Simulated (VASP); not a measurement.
Data:

```yaml
crystal:
  lattice:
    - [0.00000, 2.77999, 2.77999]
    - [2.77999, 0.00000, 2.77999]
    - [2.77999, 2.77999, 0.00000]
  atoms:
    - { symbol: Ge, position: [0.00000, 0.00000, 0.00000] }
    - { symbol: Ge, position: [0.25000, 0.25000, 0.25000] }
```

Level of theory: AM05 GGA, VASP's PBE PAW potentials (set 64) (plane waves; VASP). Numerical set-up: 520 eV cut-off, 11×11×11 Γ-centred mesh, first-order Methfessel-Paxton smearing of 0.10 eV, potentials Ge_d.

Estimate the energy per atom (σ→0), pressure.

The energy per atom (σ→0) comes out as -4.677 eV/atom and the pressure comes out as 4.84 GPa.

The compound is Ge in the diamond structure. This cell is one point of a volume scan, at 0.94 of the reference volume.
